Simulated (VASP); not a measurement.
VASP input:

### INCAR
```
SYSTEM=InP
PREC=Accurate; ENCUT=520; LREAL=.False.
LASPH=.True.
EDIFF=1E-7; NELM=100; ALGO=Normal
LMAXMIX=4
ISMEAR=0; SIGMA=0.05
GGA=BO; LUSE_VDW=.True.; AGGAC=0.0
PARAM1=0.1833333333; PARAM2=0.22
ISIF=2
LWAVE=.False.; LCHARG=.False.
```

File KPOINTS:
```
Automatic mesh
0
Gamma
8 8 8
0 0 0
```

**POSCAR**
```
InP
1
    0.0000000000     2.9757918404     2.9757918404
    2.9757918404     0.0000000000     2.9757918404
    2.9757918404     2.9757918404     0.0000000000
In P
1 1
Direct
  0.0000000000   0.0000000000   0.0000000000
  0.2500000000   0.2500000000   0.2500000000
```

POTCAR, in this order: In_d P (PBE.64 set). Program: vasp_std.

Problem. Write an equivalent input for Quantum ESPRESSO's pw.x.

Solution. One equivalent input (not run):
```
&CONTROL
  calculation = 'scf'
  pseudo_dir = './pseudo'
  outdir = './out'
  tprnfor = .true.
  tstress = .true.
/
&SYSTEM
  ibrav = 0
  nat = 2
  ntyp = 2
  ecutwfc = 70
  occupations = 'smearing'
  smearing = 'gaussian'
  degauss = 0.003675
  input_dft = 'vdw-df-obk8'
/
&ELECTRONS
  conv_thr = 7.3e-09
  electron_maxstep = 100
/
ATOMIC_SPECIES
  In 114.818 In.upf
  P 30.974 P.upf
CELL_PARAMETERS angstrom
     0.0000000    2.9757918    2.9757918
     2.9757918    0.0000000    2.9757918
     2.9757918    2.9757918    0.0000000
ATOMIC_POSITIONS crystal
  In   0.0000000  0.0000000  0.0000000
  P    0.2500000  0.2500000  0.2500000
K_POINTS automatic
  8 8 8 0 0 0
```
The two are equivalent in intent, not identical: the potentials are each code's own (VASP's PAW set, PseudoDojo norm-conserving files in pw.x), so ENCUT and ecutwfc are chosen apart and not converted; conv_thr bounds pw.x's estimated SCF error, while EDIFF bounds the energy change between steps.

The compound is InP in the zinc blende structure. It was relaxed first.
